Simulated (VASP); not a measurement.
Method: PBEsol GGA, VASP's PBE PAW potentials (set 64) (plane waves; VASP).

Input for VASP

### KPOINTS
```
kpoints
0
G
 9 9 9
```

POSCAR:
```
K
1
   -2.6400000000     2.6400000000     2.6400000000
    2.6400000000    -2.6400000000     2.6400000000
    2.6400000000     2.6400000000    -2.6400000000
K
1
Direct
  0.0000000000   0.0000000000   0.0000000000
```

**INCAR**
```
SYSTEM=K
PREC=Accurate; ENCUT=520; LREAL=F
LASPH=T
EDIFF=1E-6; NELM=100; ALGO=Normal
ISMEAR=1; SIGMA=0.1
GGA=PS
IBRION=2; NSW=60; ISIF=3
EDIFFG=-0.01
LWAVE=F; LCHARG=F
```

POTCAR, in this order: K_sv (PBE.64 set). Program: vasp_std.

Output of the run:

**OSZICAR**
```
       N       E                     dE             d eps       ncg     rms          rms(c)
DAV:   1     0.444448025590E+02    0.44445E+02   -0.36476E+03   560   0.865E+02
DAV:   2     0.306432514408E+00   -0.44138E+02   -0.43884E+02   568   0.209E+02
DAV:   3    -0.111644733717E+01   -0.14229E+01   -0.14188E+01   928   0.339E+01
DAV:   4    -0.113734476351E+01   -0.20897E-01   -0.20872E-01   912   0.334E+00
DAV:   5    -0.113746216595E+01   -0.11740E-03   -0.11740E-03   912   0.195E-01    0.192E+00
DAV:   6    -0.113572433345E+01    0.17378E-02   -0.34921E-03   912   0.482E-01    0.124E+00
DAV:   7    -0.113534118554E+01    0.38315E-03   -0.61930E-03   840   0.591E-01    0.863E-02
DAV:   8    -0.113535503872E+01   -0.13853E-04   -0.39352E-04   880   0.264E-01    0.292E-02
DAV:   9    -0.113537177786E+01   -0.16739E-04   -0.18223E-05   848   0.473E-02    0.194E-02
DAV:  10    -0.113537021285E+01    0.15650E-05   -0.67457E-06   936   0.234E-02    0.292E-03
DAV:  11    -0.113536995187E+01    0.26099E-06   -0.10690E-07   576   0.365E-03
   1 F= -.11353700E+01 E0= -.11352307E+01  d E =-.113537E+01
       N       E                     dE             d eps       ncg     rms          rms(c)
DAV:   1    -0.114173040363E+01   -0.63602E-02   -0.16274E-01   568   0.487E+00    0.580E-01
DAV:   2    -0.113722699630E+01    0.45034E-02   -0.14376E-02   640   0.146E+00    0.218E-01
DAV:   3    -0.113578274307E+01    0.14443E-02   -0.52995E-03   808   0.684E-01    0.180E-01
DAV:   4    -0.113590281735E+01   -0.12007E-03   -0.36135E-04   928   0.173E-01    0.518E-02
DAV:   5    -0.113593420632E+01   -0.31389E-04   -0.25558E-04   848   0.110E-01    0.155E-02
DAV:   6    -0.113593759816E+01   -0.33918E-05   -0.52039E-06   952   0.201E-02    0.429E-03
DAV:   7    -0.113593791061E+01   -0.31245E-06   -0.13484E-07   432   0.380E-03
   2 F= -.11359379E+01 E0= -.11357956E+01  d E =-.567959E-03
       N       E                     dE             d eps       ncg     rms          rms(c)
DAV:   1    -0.116006574438E+01   -0.24128E-01   -0.65498E-01   568   0.976E+00    0.113E+00
DAV:   2    -0.114170051631E+01    0.18365E-01   -0.57453E-02   600   0.295E+00    0.432E-01
DAV:   3    -0.113601462760E+01    0.56859E-02   -0.22138E-02   800   0.140E+00    0.355E-01
DAV:   4    -0.113650294442E+01   -0.48832E-03   -0.15490E-03   896   0.391E-01    0.914E-02
DAV:   5    -0.113660705020E+01   -0.10411E-03   -0.95347E-04   864   0.216E-01    0.351E-02
DAV:   6    -0.113662431629E+01   -0.17266E-04   -0.20268E-05  1000   0.384E-02    0.739E-03
DAV:   7    -0.113662453879E+01   -0.22250E-06   -0.59036E-07   496   0.756E-03
   3 F= -.11366245E+01 E0= -.11364759E+01  d E =-.125459E-02
       N       E                     dE             d eps       ncg     rms          rms(c)
DAV:   1    -0.123381965874E+01   -0.97195E-01   -0.26994E+00   568   0.198E+01    0.217E+00
DAV:   2    -0.115605780709E+01    0.77762E-01   -0.23364E-01   592   0.603E+00    0.859E-01
DAV:   3    -0.113365209700E+01    0.22406E-01   -0.98514E-02   792   0.294E+00    0.695E-01
DAV:   4    -0.113559353304E+01   -0.19414E-02   -0.65826E-03   792   0.898E-01    0.169E-01
DAV:   5    -0.113599245990E+01   -0.39893E-03   -0.29237E-03   856   0.378E-01    0.816E-02
DAV:   6    -0.113612019976E+01   -0.12774E-03   -0.13436E-04  1048   0.698E-02    0.124E-02
DAV:   7    -0.113611953919E+01    0.66057E-06   -0.29749E-06   624   0.168E-02
   4 F= -.11361195E+01 E0= -.11359573E+01  d E =-.749587E-03
       N       E                     dE             d eps       ncg     rms          rms(c)
DAV:   1    -0.118513148293E+01   -0.49011E-01   -0.13895E+00   576   0.143E+01    0.194E+00
DAV:   2    -0.114881360725E+01    0.36318E-01   -0.12685E-01   688   0.427E+00    0.679E-01
DAV:   3    -0.113580488439E+01    0.13009E-01   -0.37021E-02   768   0.184E+00    0.585E-01
DAV:   4    -0.113643148571E+01   -0.62660E-03   -0.52758E-03   960   0.401E-01    0.216E-01
DAV:   5    -0.113676187619E+01   -0.33039E-03   -0.25534E-03   840   0.320E-01    0.552E-02
DAV:   6    -0.113674458356E+01    0.17293E-04   -0.52460E-05   832   0.612E-02    0.184E-02
DAV:   7    -0.113674239157E+01    0.21920E-05   -0.36594E-06   776   0.154E-02    0.613E-03
DAV:   8    -0.113674197320E+01    0.41837E-06   -0.31713E-07   368   0.481E-03
   5 F= -.11367420E+01 E0= -.11365898E+01  d E =-.137202E-02
```

File OUTCAR:
```
------------------------ aborting loop because EDIFF is reached ----------------------------------------
  FORCE on cell =-STRESS in cart. coord.  units (eV):
  Direction    XX          YY          ZZ          XY          YZ          ZX
  --------------------------------------------------------------------------------------
  Total       -0.0043965     -0.0043965     -0.0043965     -0.0000000     -0.0000000      0.0000000
  in kB       -0.0995628     -0.0995628     -0.0995628     -0.0000000     -0.0000000      0.0000000
  external PRESSURE =      -0.0995628 kB  Pullay stress =       0.0000000 kB
  volume of cell :       70.75
      direct lattice vectors                 reciprocal lattice vectors
    -2.605477065  2.605477065  2.605477065     0.000000000  0.191903436  0.191903436
     2.605477065 -2.605477065  2.605477065     0.191903436  0.000000000  0.191903436
     2.605477065  2.605477065 -2.605477065     0.191903436  0.191903436  0.000000000
 POSITION                                       TOTAL-FORCE (eV/Angst)
 -----------------------------------------------------------------------------------
     -0.00000      0.00000      0.00000        -0.000000      0.000000      0.000000
 -----------------------------------------------------------------------------------
    total drift:                               -0.000000     -0.000000      0.000000
  FREE ENERGIE OF THE ION-ELECTRON SYSTEM (eV)
  ---------------------------------------------------
  free  energy   TOTEN  =        -1.1367419732 eV

  energy  without entropy=       -1.1362853732  energy(sigma->0) =       -1.13658977

 reached required accuracy - stopping structural energy minimisation
```
(Selected blocks of OUTCAR.)

**CONTCAR**
```
K
   1.00000000000000
    -2.6054770647273835    2.6054770647273835    2.6054770647273835
     2.6054770647273835   -2.6054770647273835    2.6054770647273835
     2.6054770647273835    2.6054770647273835   -2.6054770647273835
  K
     1
Direct
     0.0000000000000000    0.0000000000000000    0.0000000000000000
```

Energy and stress use the plane-wave basis of the starting cell.

The compound is K in the bcc structure. This run relaxes it. Symmetry was kept, so distortions that lower it aren't found.
